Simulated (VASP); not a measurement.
# Ag: Ag into a neighbouring Ag vacancy, part 4 of 4

How hard is this move in Ag: Ag into a neighbouring Ag vacancy? Both ends are relaxed first, then a band of images between them. The start is a cell from a database of measured crystal structures.

VASP 6.6.1; LDA; plane waves and PAW (Ag).

So far. Step 4 (Relax the start): The run ended after 8 ionic steps, 0.095 eV below its first step, once the forces on the free atoms met EDIFFG = -0.05. Step 5 (Relax the end): The run ended after 8 ionic steps, 0.136 eV below its first step, once the forces on the free atoms met EDIFFG = -0.05.

It derives from a form of Ag that is not the ambient one, so the starting crystal is not the ambient structure.

### 6. Nudged elastic band

Images on a straight line between the ends relax across the path, while springs keep them spaced along it.

Input file INCAR:

```
SYSTEM = Ag
PREC = Normal
ENCUT = 280
EDIFF = 1E-05
NELM = 120
ISMEAR = 1
SIGMA = 0.15
LREAL = Auto
ALGO = Fast
GGA = CA
NBANDS = 156
LWAVE = .FALSE.
LCHARG = .FALSE.
IMAGES = 3
SPRING = -5
IBRION = 1
POTIM = 0.3
NSW = 60
EDIFFG = -0.05
ISYM = 0
ISIF = 0
```

Input file POSCAR:

```
Ag
1.0
   -4.2783295254      2.4700947033      4.5482650137
    4.2783295254     -2.4700947033      4.5482650137
    4.2783295254      7.4102841099    -13.6447950411
Ag
23
Direct
    0.0407979584      0.2074219831      0.1661527591
    0.0370534696      0.7068380034      0.3311182942
    0.5406378284      0.2030946624      0.3311684993
    0.5390745384      0.7054518448      0.4980901539
    0.0362967395      0.2018454556      0.4961583338
    0.0415005440      0.7074457082      0.6665032503
    0.5414694908      0.2081594635      0.6664320257
    0.5437359042      0.7109397487      0.8350814587
    0.0436866633      0.2099061941      0.8348450674
    0.0478982513      0.7088094424      0.0022791089
    0.5418107927      0.2142786511      0.0023363044
    0.4596609113      0.2979414076      0.1673097869
    0.9530301792      0.7895745722      0.1660464560
    0.9500853016      0.2821187650      0.3298956297
    0.4574044248      0.7904007326      0.3301333609
    0.4549459086      0.2886099799      0.4979920718
    0.9563728745      0.7896054861      0.4984960787
    0.9586388372      0.2905721059      0.6664244439
    0.4570414024      0.7893956019      0.6657909189
    0.4601039588      0.2929710795      0.8346069030
    0.9610819158      0.7936953060      0.8351597400
    0.9648884314      0.2968338159      0.0019461659
    0.4590601186      0.7912563832      0.0027738631
```

Input file KPOINTS:

```
Automatic mesh
0
Gamma
4 4 4
0 0 0
```

Input file 00/POSCAR:

```
Ag
1.0
   -4.2783295254      2.4700947033      4.5482650137
    4.2783295254     -2.4700947033      4.5482650137
    4.2783295254      7.4102841099    -13.6447950411
Ag
23
Direct
    0.0407979584      0.2074219831      0.1661527591
    0.0370534696      0.7068380034      0.3311182942
    0.5406378284      0.2030946624      0.3311684993
    0.5390745384      0.7054518448      0.4980901539
    0.0362967395      0.2018454556      0.4961583338
    0.0415005440      0.7074457082      0.6665032503
    0.5414694908      0.2081594635      0.6664320257
    0.5437359042      0.7109397487      0.8350814587
    0.0436866633      0.2099061941      0.8348450674
    0.0478982513      0.7088094424      0.0022791089
    0.5418107927      0.2142786511      0.0023363044
    0.4596609113      0.2979414076      0.1673097869
    0.9530301792      0.7895745722      0.1660464560
    0.9500853016      0.2821187650      0.3298956297
    0.4574044248      0.7904007326      0.3301333609
    0.4549459086      0.2886099799      0.4979920718
    0.9563728745      0.7896054861      0.4984960787
    0.9586388372      0.2905721059      0.6664244439
    0.4570414024      0.7893956019      0.6657909189
    0.4601039588      0.2929710795      0.8346069030
    0.9610819158      0.7936953060      0.8351597400
    0.9648884314      0.2968338159      0.0019461659
    0.4590601186      0.7912563832      0.0027738631
```

Input file 01/POSCAR:

```
Ag
1.0
   -4.2783295254      2.4700947033      4.5482650137
    4.2783295254     -2.4700947033      4.5482650137
    4.2783295254      7.4102841099    -13.6447950411
Ag
23
Direct
    0.0407021580      0.2063009770      0.1658851191
    0.0379025282      0.7070378256      0.3315827355
    0.5390980386      0.2030670886      0.3308162237
    0.5395591976      0.7062866771      0.4987088696
    0.0372274533      0.2035051729      0.4971943320
    0.0414648596      0.7078081253      0.6667399530
    0.5426344617      0.2094719227      0.6674507780
    0.5442982378      0.7103553982      0.8352416727
    0.0433753780      0.2106461154      0.8351118732
    0.1698915465      0.7084890698      0.0429457926
    0.5417302464      0.2125873091      0.0017960169
    0.4577072726      0.2942917002      0.1665269644
    0.9537700775      0.7895888105      0.1654554937
    0.9512909688      0.2840321235      0.3305145853
    0.4568473024      0.7901136637      0.3305354502
    0.4554892142      0.2892590852      0.4985346614
    0.9567441094      0.7900646742      0.4989130510
    0.9586358390      0.2911075933      0.6668463748
    0.4581486823      0.7906295540      0.6666367416
    0.4614694800      0.2940397396      0.8350103226
    0.9607469380      0.7931158610      0.8355655625
    0.9635318075      0.2965626970      0.0016285679
    0.4575479815      0.7908405506      0.0020967067
```

Input file 02/POSCAR:

```
Ag
1.0
   -4.2783295254      2.4700947033      4.5482650137
    4.2783295254     -2.4700947033      4.5482650137
    4.2783295254      7.4102841099    -13.6447950411
Ag
23
Direct
    0.0406063576      0.2051799708      0.1656174791
    0.0387515868      0.7072376478      0.3320471768
    0.5375582488      0.2030395147      0.3304639482
    0.5400438568      0.7071215094      0.4993275852
    0.0381581672      0.2051648902      0.4982303303
    0.0414291752      0.7081705424      0.6669766557
    0.5437994326      0.2107843818      0.6684695302
    0.5448605714      0.7097710478      0.8354018866
    0.0430640928      0.2113860366      0.8353786790
    0.2918848417      0.7081686972      0.0836124762
    0.5416497002      0.2108959671      0.0012557294
    0.4557536340      0.2906419927      0.1657441419
    0.9545099758      0.7896030488      0.1648645315
    0.9524966361      0.2859454820      0.3311335410
    0.4562901801      0.7898265948      0.3309375396
    0.4560325197      0.2899081904      0.4990772509
    0.9571153444      0.7905238622      0.4993300234
    0.9586328409      0.2916430808      0.6672683057
    0.4592559622      0.7918635060      0.6674825643
    0.4628350012      0.2951083997      0.8354137422
    0.9604119603      0.7925364161      0.8359713850
    0.9621751836      0.2962915782      0.0013109700
    0.4560358444      0.7904247180      0.0014195502
```

Input file 03/POSCAR:

```
Ag
1.0
   -4.2783295254      2.4700947033      4.5482650137
    4.2783295254     -2.4700947033      4.5482650137
    4.2783295254      7.4102841099    -13.6447950411
Ag
23
Direct
    0.0405105573      0.2040589647      0.1653498390
    0.0396006455      0.7074374699      0.3325116181
    0.5360184591      0.2030119409      0.3301116726
    0.5405285159      0.7079563416      0.4999463009
    0.0390888810      0.2068246074      0.4992663286
    0.0413934908      0.7085329594      0.6672133584
    0.5449644036      0.2120968410      0.6694882825
    0.5454229050      0.7091866973      0.8355621006
    0.0427528076      0.2121259579      0.8356454847
    0.4138781370      0.7078483247      0.1242791598
    0.5415691539      0.2092046251      0.0007154420
    0.4537999953      0.2869922852      0.1649613194
    0.9552498742      0.7896172871      0.1642735692
    0.9537023034      0.2878588404      0.3317524966
    0.4557330578      0.7895395259      0.3313396289
    0.4565758252      0.2905572956      0.4996198404
    0.9574865793      0.7909830503      0.4997469958
    0.9586298428      0.2921785682      0.6676902366
    0.4603632421      0.7930974580      0.6683283870
    0.4642005225      0.2961770598      0.8358171618
    0.9600769826      0.7919569712      0.8363772074
    0.9608185597      0.2960204593      0.0009933720
    0.4545237074      0.7900088855      0.0007423938
```

Input file 04/POSCAR:

```
Ag
1.0
   -4.2783295254      2.4700947033      4.5482650137
    4.2783295254     -2.4700947033      4.5482650137
    4.2783295254      7.4102841099    -13.6447950411
Ag
23
Direct
    0.0404147569      0.2029379586      0.1650821990
    0.0404497041      0.7076372921      0.3329760594
    0.5344786693      0.2029843671      0.3297593971
    0.5410131751      0.7087911739      0.5005650166
    0.0400195948      0.2084843247      0.5003023268
    0.0413578064      0.7088953765      0.6674500611
    0.5461293745      0.2134093002      0.6705070348
    0.5459852386      0.7086023468      0.8357223146
    0.0424415223      0.2128658792      0.8359122905
    0.5358714322      0.7075279521      0.1649458435
    0.5414886076      0.2075132831      0.0001751545
    0.4518463566      0.2833425778      0.1641784969
    0.9559897725      0.7896315254      0.1636826069
    0.9549079706      0.2897721989      0.3323714522
    0.4551759354      0.7892524570      0.3317417182
    0.4571191308      0.2912064009      0.5001624300
    0.9578578142      0.7914422384      0.5001639681
    0.9586268446      0.2927140557      0.6681121675
    0.4614705220      0.7943314101      0.6691742097
    0.4655660437      0.2972457199      0.8362205814
    0.9597420048      0.7913775262      0.8367830299
    0.9594619358      0.2957493404      0.0006757740
    0.4530115703      0.7895930529      0.0000652374
```

The projector-augmented-wave data sets are Ag (LDA family, release 64).

Launch:

```console
$ mpirun -np 3 vasp_std
```

The log of the run:

```text
[banner, memory and clock lines left out]
running    3 mpi-ranks, on    1 nodes
 each image running on    1 cores
 distrk:  each k-point on    1 cores,    1 groups
 distr:  one band on    1 cores,    1 groups

 POSCAR found type information on POSCAR Ag
 01/POSCAR found :  1 types and      23 ions
 LDA part: xc-table for (Slater(with rela. corr.)+CA(PZ))
 , standard interpolation
 POSCAR found type information on POSCAR Ag
 00/POSCAR found :  1 types and      23 ions
 POSCAR found type information on POSCAR Ag
 04/POSCAR found :  1 types and      23 ions
 POSCAR, INCAR and KPOINTS ok, starting setup
 FFT: planning ... GRIDC
 FFT: planning ... GRID_SOFT
 FFT: planning ... GRID
 WAVECAR not read
 entering main loop
       N       E                     dE             d eps       ncg     rms          rms(c)
DAV:   1     0.129473252197E+04    0.12947E+04   -0.89633E+04 11312   0.100E+03
DAV:   2    -0.471063353363E+02   -0.13418E+04   -0.12703E+04 11640   0.286E+02
DAV:   3    -0.920040909887E+02   -0.44898E+02   -0.44239E+02 12040   0.565E+01
DAV:   4    -0.922974531052E+02   -0.29336E+00   -0.29305E+00 12116   0.452E+00
DAV:   5    -0.923003935296E+02   -0.29404E-02   -0.29403E-02 12048   0.450E-01    0.297E+01
RMM:   6    -0.855763031423E+02    0.67241E+01   -0.21644E+01 11232   0.139E+01    0.186E+01
RMM:   7    -0.853096177501E+02    0.26669E+00   -0.89913E-01 11232   0.195E+00    0.938E+00
RMM:   8    -0.852226420267E+02    0.86976E-01   -0.10229E-01 11232   0.107E+00    0.847E-01
RMM:   9    -0.852214162513E+02    0.12258E-02   -0.12274E-02 11232   0.301E-01    0.164E-01
RMM:  10    -0.852216167470E+02   -0.20050E-03   -0.20854E-03 11276   0.953E-02    0.125E-01
RMM:  11    -0.852216153563E+02    0.13908E-05   -0.39480E-04 11248   0.616E-02    0.446E-02
RMM:  12    -0.852216099781E+02    0.53781E-05   -0.72320E-05 10812   0.242E-02
   1 F= -.85221610E+02 E0= -.85223804E+02  d E =-.852216E+02
 BRION: g(F)=  0.104E+01 g(S)=  0.000E+00
 bond charge predicted
       N       E                     dE             d eps       ncg     rms          rms(c)
DAV:   1    -0.853643478390E+02   -0.14273E+00   -0.38972E+01 11496   0.139E+01    0.697E-01
RMM:   2    -0.853784744517E+02   -0.14127E-01   -0.14806E-01 11232   0.135E+00    0.457E-01
RMM:   3    -0.853784975104E+02   -0.23059E-04   -0.12084E-02 11232   0.379E-01    0.159E-01
RMM:   4    -0.853784899861E+02    0.75243E-05   -0.17255E-03 11232   0.130E-01    0.430E-02
RMM:   5    -0.853785099760E+02   -0.19990E-04   -0.32627E-04 11252   0.522E-02    0.297E-02
RMM:   6    -0.853785070724E+02    0.29036E-05   -0.57225E-05  9865   0.213E-02
   2 F= -.85378507E+02 E0= -.85380601E+02  d E =-.156897E+00
[... from here on, the cycles between the ionic steps are left out ...]
   3 F= -.85490021E+02 E0= -.85491976E+02  d E =-.111514E+00
   4 F= -.85535758E+02 E0= -.85537588E+02  d E =-.457367E-01
   5 F= -.85554181E+02 E0= -.85555937E+02  d E =-.184235E-01
   6 F= -.85574712E+02 E0= -.85576362E+02  d E =-.205302E-01
   7 F= -.85585734E+02 E0= -.85587332E+02  d E =-.110228E-01
   8 F= -.85593470E+02 E0= -.85595052E+02  d E =-.773523E-02
   9 F= -.85598654E+02 E0= -.85600258E+02  d E =-.518438E-02
  10 F= -.85603607E+02 E0= -.85605261E+02  d E =-.495294E-02
  11 F= -.85607501E+02 E0= -.85609214E+02  d E =-.389450E-02
  12 F= -.85611354E+02 E0= -.85613136E+02  d E =-.385230E-02
  13 F= -.85614634E+02 E0= -.85616473E+02  d E =-.328027E-02
  14 F= -.85617683E+02 E0= -.85619566E+02  d E =-.304913E-02
  15 F= -.85620899E+02 E0= -.85622815E+02  d E =-.321582E-02
 BRION: g(F)=  0.160E-02 g(S)=  0.000E+00
 BRIONS problems: POTIM should be increased
 retain N=  1 mean eig= 8.70
 eig:   8.696
 bond charge predicted
       N       E                     dE             d eps       ncg     rms          rms(c)
DAV:   1    -0.856232493464E+02   -0.23500E-02   -0.17607E+00 11240   0.298E+00    0.404E-02
RMM:   2    -0.856237721595E+02   -0.52281E-03   -0.57955E-03 11232   0.278E-01    0.394E-02
RMM:   3    -0.856237978950E+02   -0.25736E-04   -0.55387E-04 11204   0.803E-02    0.387E-02
RMM:   4    -0.856237685297E+02    0.29365E-04   -0.61277E-05 10673   0.238E-02    0.320E-02
RMM:   5    -0.856237233926E+02    0.45137E-04   -0.21319E-04 11232   0.360E-02    0.181E-02
RMM:   6    -0.856237263923E+02   -0.29998E-05   -0.18775E-05  6266   0.137E-02
  16 F= -.85623726E+02 E0= -.85625665E+02  d E =-.282739E-02
 BRION: g(F)=  0.150E-02 g(S)=  0.000E+00 retain N=  1 mean eig= 6.15
 eig:   6.145
 reached required accuracy - stopping structural energy minimisation
```

The job ended after 1.8 h (3 MPI ranks of Intel Xeon Platinum 8488C (Sapphire Rapids), shared host; peak memory 1.7 GiB).

From OUTCAR (step 6):

```text
   NELECT =     253.0000    total number of electrons

  tangential force (eV/A)        -0.694475
  left and right image   0.796819  0.793474 A

  tangential force (eV/A)        -0.699387
  left and right image   0.801278  0.798622 A

 E-fermi :   8.4309

 k-point     1 :       0.0000    0.0000    0.0000
  band No.  band energies     occupation
    ...
    123       6.7729      2.00000
    124       6.9089      2.00000
    125       6.9353      2.00000
    126       7.0995      2.00000
    127       8.3050      1.99883
    128       8.6211     -0.07037
    129       9.1562     -0.00000
    130       9.3249     -0.00000
    131       9.3987     -0.00000
    132       9.6132     -0.00000
    ...

 POSITION                                       TOTAL-FORCE (eV/Angst)
 -----------------------------------------------------------------------------------
      1.35821      0.87407     -1.14289        -0.003605      0.022331     -0.000683
      4.27351      0.81730     -1.14328        -0.013821      0.054520      0.001205
      0.13272      3.45933     -1.14371        -0.159731     -0.058603      0.001926
      2.88311      3.26267     -1.14336        -0.060070      0.062601      0.001251
      2.81475      3.28458     -5.69124        -0.011533      0.047037     -0.000110
      5.72635      3.39794     -5.69114        -0.045448     -0.030896      0.000182
      1.40401      5.84075     -5.69205        -0.006228      0.013409      0.001780
      4.18740      5.80627     -5.69131         0.036985      0.029823     -0.001523
      4.22143      5.81407    -10.23921        -0.009563      0.033634     -0.000491
      2.62635     -0.98841      3.40510         0.234387     -0.612787     -0.000077
     -1.40616      0.88711      3.40548        -0.045282      0.017405     -0.001310
     -0.01896      1.68621      1.13034         0.016000      0.022055      0.047755
     -0.01678      1.68683      5.67901         0.010063      0.020067     -0.047670
     -1.48722      4.06703      1.06083         0.013898      0.067535      0.030905
      2.79008      1.59695      1.20155         0.017885      0.067403     -0.030877
      1.43193      4.16251     -3.44483        -0.032824      0.014363      0.019152
      1.43240      4.16112      1.15792        -0.034116      0.018967     -0.017530
     -0.04986      6.59965     -3.40954         0.000573      0.048620     -0.008014
      4.22863      4.13021     -3.42503         0.001569      0.044567      0.007367
      2.79997      6.70997     -7.91364         0.006328     -0.000212     -0.020308
      2.80009      6.70867     -3.46907         0.005036      0.001508      0.019493
     -2.96235      1.67756      5.62673         0.038359      0.057537      0.063637
      1.31595     -0.79340      5.73270         0.041137      0.059116     -0.066058
 -----------------------------------------------------------------------------------
    total drift:                                0.002164     -0.004375     -0.008455

  FREE ENERGIE OF THE ION-ELECTRON SYSTEM (eV)
  ---------------------------------------------------
  free  energy   TOTEN  =       -85.6237263923 eV

  energy  without entropy=      -85.6295408194  energy(sigma->0) =      -85.62566453

  tangential force (eV/A)        -0.701386
  left and right image   0.805078  0.803015 A

[... 6 parts as in an earlier step ...]

[... 8 further parts left out ...]
```

CONTCAR:

```
Ag
   1.00000000000000
    -4.2783295254000002    2.4700947033000000    4.5482650137000000
     4.2783295254000002   -2.4700947033000000    4.5482650137000000
     4.2783295254000002    7.4102841099000001  -13.6447950411000001
  Ag
    23
Direct
     0.0512903115616366    0.2009214925203246    0.1678310289900483
     0.0397566610660328    0.7061911253365449    0.3324381154351961
     0.5745120489399191    0.2476564967091504    0.3578764438696201
     0.5347434762682973    0.7099415352177512    0.4986893023477706
     0.0392183558617017    0.2002148990287317    0.4969111558688421
     0.0621776033305011    0.7221103349015613    0.6785217563618329
     0.5565533764607212    0.2115331223065817    0.6731880744743801
     0.5496558052173963    0.6960592763403525    0.8323430823435827
     0.0512746445153858    0.2028542136076457    0.8351213857051775
     0.1742542582030735    0.7346966570386178    0.0534306319271475
     0.5539415268420713    0.2176541005456241    0.0076179168502132
     0.4655864206739861    0.2915999396515097    0.1695550102212103
     0.9657556312417913    0.7920886072255150    0.1697445661431942
     0.9398733862289811    0.2675336219688894    0.3247227056922616
     0.4553466991295533    0.7828242166529894    0.3246640926551421
     0.4638838608987993    0.2936141207675738    0.5049640722636871
     0.9695914883015506    0.7995439061021432    0.5048503359765623
     0.9610939530698175    0.2843972538873270    0.6650419404710020
     0.4595226026068760    0.7827880692814759    0.6651174265541671
     0.4882801216231521    0.2999997520238449    0.8427347267916648
     0.9766153390122300    0.7884889245994904    0.8426095064858953
     0.9581317640005017    0.2690380517441537   -0.0033153308171105
     0.4696061623568670    0.7805963973824915   -0.0034043683198724
```

Images along the path:

```tsv
image	path (A)	energy (eV)	Ag10: x, y, z (Å)
0	0.000	0.0000	2.837, -1.616, 3.411
1	0.805	0.3544	2.626, -0.988, 3.405
2	1.608	0.7081	2.307, -0.318, 3.406
3	2.411	0.3726	1.870, 0.276, 3.406
4	3.214	0.0004	1.440, 0.798, 3.405
```

This step gave:

| Quantity | Value |
| --- | --- |
| electronic cycles | 108 |
| path length (all atoms, rigid shifts included) | 3.214 Å |
| barrier | 0.7081 eV |
| barrier in the reverse direction | 0.7077 eV |
| barrier from a spline through the images | 0.7082 eV |
| reaction energy | 4.48e-4 eV |

What the program prints for this run, and its count of cycles, belong to image 1; the force that counts for the threshold is the band's, across the path.

### 7. Outcome

```yaml
hop: Ag into a neighbouring Ag vacancy
barrier: 0.708 eV
barrier_in_the_reverse_direction: 0.708 eV
barrier_from_a_spline_through_the_images: 0.708 eV
reaction_energy: 4.5e-4 eV
path_length_all_atoms_rigid_shifts_included: 3.21 Å
```

In words: The barrier is 0.71 eV forwards and 0.71 eV backwards. With an attempt frequency of 10¹³ per second, taken as a typical value, this barrier gives about 10^1 hops a second at 300 K. Both ends are alike and an image sits at the midpoint, which is the saddle if the path is symmetric. The band met its force threshold after 16 steps. Cell and mesh are small and were not tested. The band started on a straight line, so other routes may lie lower.

[Lines on the potential files, build, host, timing and source positions are cut from VASP's logs without a mark.]

[Logs are printed without paths, hosts, clocks, repeated set-up lines and the standing remarks that a program may print on its own settings, such as how far it seeks lower states.]

[Hosts, paths, dates, database ids (printed as entryN), source tags and the programs' standing remarks are cut or masked in the printed files.]

[Runs that stopped without an error message from VASP are left out.]
